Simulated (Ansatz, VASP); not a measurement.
# Cd3C2 in VASP and in Ansatz

```
Cd C
1.0
     3.97756    0.00000    0.00000
    -1.98878    3.44467    0.00000
     0.00000    0.00000    6.18844
Cd C
3 2
Direct
  0.00000 0.00000 0.00000
  0.33333 0.66667 0.64500
  0.66667 0.33333 0.35500
  0.33333 0.66667 0.24500
  0.66667 0.33333 0.75500
```

Alike in both runs: task single point; functional r2SCAN; k mesh 6 × 6 × 4; occupations gaussian, width 0.1 eV; no spin polarisation.

|  | VASP | Ansatz |
| --- | --- | --- |
| version | VASP 6.6.1 | Ansatz 0.2.0 |
| potentials or method | VASP PAW PBE potentials, release 64 (Cd, C) | scalar-relativistic, plane waves, PAW |
| plane-wave cutoff (eV) | 520 | 500 |
| valence electrons in the cell | 44 | 68 |

```tsv
	VASP	Ansatz	Ansatz less VASP
gap on the k mesh at the Fermi level (eV)	none	none	-
pressure (GPa)	-4.9	-5.6	-0.73
largest component of the traceless stress (GPa)	1.42	1.49	+0.071
rms of the force components (eV/Å)	0.253	0.245	-0.0087
```

Atom by atom the forces differ by 0.014 eV/Å (rms over components). A gap of «none» marks a metal or a gap that the smearing closes. The two sets of potentials don't hold the same shells in valence.

Caveats: the PAW data sets were made with another functional, which shifts forces and pressure a little (VASP).
